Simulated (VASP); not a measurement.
HfTe:

```
Hf Te
1.0
     0.00000    3.48468    3.48468
     3.48468    0.00000    3.48468
     3.48468    3.48468    0.00000
Hf Te
1 1
Direct
  0.00000 0.00000 0.00000
  0.50000 0.50000 0.50000
```

The cell comes from a database or a generator and needn't be the stable form of this composition.

* Program: VASP 6.6.1
* Task: relaxation of cell and atoms
* Functional: PBEsol
* Potentials or basis: VASP PAW PBE potentials, release 64 (Hf_pv, Te)
* Cutoff: 600 eV
* k mesh: 6 × 6 × 6
* Occupations: gaussian, width 0.1 eV
* Spin: no spin polarisation

At the start: pressure -13.5 GPa; volume 42.31 Å³/atom.

Task: How do energy, volume and symmetry change on relaxing?

Result: Over 3 steps the energy falls by 1431.8 meV/atom and the volume is 23.79 Å³/atom (-43.8 %); space group Fm-3m (No. 225, to 0.05 Å).

Step by step:
```
step  energy change (eV)  largest force (eV/Å)  pressure (GPa)  volume (Å³)
   1              0.0000                0.0000          -13.46        84.63
   2             -2.8617                0.0000           -1.13        48.14
   3             -2.8637                0.0000            0.02        47.57
```

Final structure:
```cif
data_structure
_symmetry_space_group_name_H-M 'P 1'
_symmetry_Int_Tables_number 1
_cell_length_a 4.0671
_cell_length_b 4.0671
_cell_length_c 4.0671
_cell_angle_alpha 60.000
_cell_angle_beta 60.000
_cell_angle_gamma 60.000
_cell_volume 47.57
loop_
_atom_site_label
_atom_site_type_symbol
_atom_site_fract_x
_atom_site_fract_y
_atom_site_fract_z
_atom_site_occupancy
Hf1 Hf 0.00000 0.00000 0.00000 1
Te1 Te 0.50000 0.50000 0.50000 1
```

Caveat: the volume moved by over 15 % at a fixed basis, so the end points are rough; the PAW data sets were made with another functional, which shifts forces and pressure a little.
